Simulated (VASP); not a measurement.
Computed with PBEsol GGA, VASP's PBE PAW potentials (set 64) (plane waves; VASP).

VASP input:

**INCAR**
```
! general
SYSTEM  = MoSi2
PREC    = Accurate
ENCUT   = 400   ! plane-wave cut-off (eV)
LREAL   = .FALSE.   ! projection in real space or not
LASPH   = .TRUE.

! electronic loop
EDIFF   = 1E-6
NELM    = 100
ALGO    = Normal   ! blocked Davidson
LMAXMIX = 4   ! l cut-off of mixed one-centre charges

! smearing
ISMEAR  = 1   ! Methfessel-Paxton
SIGMA   = 0.1

! functional
GGA     = PS   ! PBEsol

! ions
IBRION  = 2   ! conjugate gradients
NSW     = 60   ! most ionic steps
ISIF    = 3
EDIFFG  = -0.02   ! ionic stop

! output
LWAVE   = .FALSE.
LCHARG  = .FALSE.
```

### POSCAR
```
MoSi2
1
   -1.5965546374     1.5965546374     3.9053911862
    1.5965546374    -1.5965546374     3.9053911862
    1.5965546374     1.5965546374    -3.9053911862
Si Mo
2 1
Direct
  0.6648097220   0.6648097220   0.0000000000
  0.3351902780   0.3351902780   0.0000000000
  0.0000000000   0.0000000000   0.0000000000
```

### KPOINTS
```
Automatic
0
G
 12 12 12
0 0 0
```

POTCAR, in this order: Si Mo_sv (PBE.64 set). Program: vasp_std.

Output

OSZICAR:
```
       N       E                     dE             d eps       ncg     rms          rms(c)
DAV:   1     0.977912633457E+02    0.97791E+02   -0.10025E+04  4930   0.114E+03
DAV:   2    -0.237721242589E+02   -0.12156E+03   -0.11991E+03  6108   0.300E+02
DAV:   3    -0.260374396055E+02   -0.22653E+01   -0.22333E+01  6445   0.375E+01
DAV:   4    -0.260473706250E+02   -0.99310E-02   -0.99293E-02  5688   0.291E+00
DAV:   5    -0.260474535093E+02   -0.82884E-04   -0.82884E-04  6528   0.238E-01    0.231E+01
DAV:   6    -0.252505463367E+02    0.79691E+00   -0.72500E+00  5688   0.187E+01    0.508E+00
DAV:   7    -0.251195792797E+02    0.13097E+00   -0.10681E+00  5522   0.665E+00    0.478E+00
DAV:   8    -0.250782895153E+02    0.41290E-01   -0.12840E-01  5898   0.292E+00    0.451E-01
DAV:   9    -0.250772641005E+02    0.10254E-02   -0.23213E-03  5954   0.412E-01    0.242E-01
DAV:  10    -0.250771672686E+02    0.96832E-04   -0.66022E-04  5968   0.245E-01    0.609E-02
DAV:  11    -0.250771552673E+02    0.12001E-04   -0.23076E-04  5800   0.120E-01    0.374E-02
DAV:  12    -0.250771504446E+02    0.48227E-05   -0.29765E-05  5569   0.400E-02    0.712E-03
DAV:  13    -0.250771501274E+02    0.31722E-06   -0.65507E-07  3138   0.690E-03
   1 F= -.25077150E+02 E0= -.25077001E+02  d E =-.250772E+02
       N       E                     dE             d eps       ncg     rms          rms(c)
DAV:   1    -0.250792072044E+02   -0.20568E-02   -0.73111E-02  5233   0.262E+00    0.243E-01
DAV:   2    -0.250777228560E+02    0.14843E-02   -0.24889E-03  6087   0.413E-01    0.115E-01
DAV:   3    -0.250773337426E+02    0.38911E-03   -0.11848E-03  6213   0.278E-01    0.396E-02
DAV:   4    -0.250773327480E+02    0.99466E-06   -0.58869E-05  5240   0.545E-02    0.131E-02
DAV:   5    -0.250773320497E+02    0.69828E-06   -0.35364E-06  5190   0.143E-02
   2 F= -.25077332E+02 E0= -.25077229E+02  d E =-.181922E-03
       N       E                     dE             d eps       ncg     rms          rms(c)
DAV:   1    -0.250776125973E+02   -0.27985E-03   -0.83627E-03  5240   0.886E-01    0.831E-02
DAV:   2    -0.250774416426E+02    0.17095E-03   -0.28622E-04  6073   0.140E-01    0.394E-02
DAV:   3    -0.250773962291E+02    0.45413E-04   -0.13767E-04  6192   0.943E-02    0.123E-02
DAV:   4    -0.250773958077E+02    0.42144E-06   -0.68160E-06  5205   0.178E-02
   3 F= -.25077396E+02 E0= -.25077276E+02  d E =-.245680E-03
```

**OUTCAR**
```
------------------------ aborting loop because EDIFF is reached ----------------------------------------
  FORCE on cell =-STRESS in cart. coord.  units (eV):
  Direction    XX          YY          ZZ          XY          YZ          ZX
  --------------------------------------------------------------------------------------
  Total       -0.0001154     -0.0001154     -0.0242814      0.0000000     -0.0000000      0.0000000
  in kB       -0.0046449     -0.0046449     -0.9772784      0.0000000     -0.0000000      0.0000000
  external PRESSURE =      -0.3288561 kB  Pullay stress =       0.0000000 kB
  volume of cell :       39.81
      direct lattice vectors                 reciprocal lattice vectors
    -1.595024897  1.595024897  3.911744961     0.000000000  0.313474731  0.127820194
     1.595024897 -1.595024897  3.911744961     0.313474731  0.000000000  0.127820194
     1.595024897  1.595024897 -3.911744961     0.313474731  0.313474731  0.000000000
 POSITION                                       TOTAL-FORCE (eV/Angst)
 -----------------------------------------------------------------------------------
      0.00000      0.00000      5.20219        -0.000000     -0.000000      0.011123
      0.00000      0.00000      2.62130         0.000000      0.000000     -0.011123
      0.00000      0.00000      0.00000        -0.000000     -0.000000     -0.000000
 -----------------------------------------------------------------------------------
    total drift:                                0.000000      0.000000     -0.000000
  FREE ENERGIE OF THE ION-ELECTRON SYSTEM (eV)
  ---------------------------------------------------
  free  energy   TOTEN  =       -25.0773958077 eV

  energy  without entropy=      -25.0770368989  energy(sigma->0) =      -25.07727617

 reached required accuracy - stopping structural energy minimisation
```
(Selected blocks of OUTCAR.)

CONTCAR:
```
MoSi2
   1.00000000000000
    -1.5950248974101173    1.5950248974101173    3.9117449607646231
     1.5950248974101173   -1.5950248974101173    3.9117449607646231
     1.5950248974101173    1.5950248974101173   -3.9117449607646231
  Si              Mo
     2     1
Direct
     0.6649451916936773    0.6649451916936773    0.0000000000000000
     0.3350548083063227    0.3350548083063227    0.0000000000000000
     0.0000000000000000    0.0000000000000000    0.0000000000000000
```

The compound is MoSi2 in the MoSi2 type structure. This run relaxes it. Symmetry was kept, so distortions that lower it aren't found. The start is the result of an earlier pass.
